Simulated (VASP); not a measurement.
Calculation: LDA (Ceperley-Alder, Perdew-Zunger), VASP's LDA PAW potentials (set 64) (plane waves; VASP 6.6.1).

The input files of a VASP run:

**POSCAR**
```
HfB2
1
    1.5187971821    -2.6306341047     0.0000000000
    1.5187971821     2.6306341047     0.0000000000
    0.0000000000     0.0000000000     3.3652501966
Hf B
1 2
Direct
  0.0000000000   0.0000000000   0.0000000000
  0.3333330000   0.6666670000   0.5000000000
  0.6666670000   0.3333330000   0.5000000000
```

KPOINTS:
```
kpoints
0
Gamma
11 11 9
0 0 0
```

INCAR:
```
ALGO = Normal
EDIFF = 1E-7
EDIFFG = -0.01
ENCUT = 520
IBRION = 2
ISIF = 4
ISMEAR = 1
LASPH = .TRUE.
LCHARG = .FALSE.
LMAXMIX = 6
LREAL = .FALSE.
LWAVE = .FALSE.
NELM = 100
NSW = 30
PREC = Accurate
SIGMA = 0.1
SYSTEM = HfB2
```

POTCAR, in this order: Hf_pv B (LDA.64 set). Program: vasp_std.

Unless said otherwise, spin-orbit coupling is left out, though it shifts the bands of the heavy elements here.

Problem. Estimate the energy per atom (σ→0), band gap (on the k-mesh).

Solution. 
| Item | Value |
|---|---|
| energy per atom (σ→0) | -9.619 eV/atom |
| band gap (on the k-mesh) | none (metal, semimetal or under 0.01 eV) |

### OSZICAR
```
...
   2 F= -.28858418E+02 E0= -.28858367E+02  d E =-.891327E-03
       N       E                     dE             d eps       ncg     rms          rms(c)
DAV:   1    -0.288585190316E+02   -0.10048E-03   -0.43232E-03  2060   0.580E-01    0.873E-02
DAV:   2    -0.288584823789E+02    0.36653E-04   -0.56951E-05  2356   0.689E-02    0.370E-02
DAV:   3    -0.288584672609E+02    0.15118E-04   -0.15809E-05  2352   0.321E-02    0.108E-02
DAV:   4    -0.288584664045E+02    0.85637E-06   -0.17258E-06  2520   0.107E-02    0.670E-03
DAV:   5    -0.288584663843E+02    0.20222E-07   -0.71568E-08  1264   0.219E-03
   3 F= -.28858466E+02 E0= -.28858417E+02  d E =-.939228E-03
```

The compound is HfB2 in the AlB2 type structure. This cell is one point of a volume scan, at 0.94 of the reference volume. Symmetry was kept, so distortions that lower it aren't found.
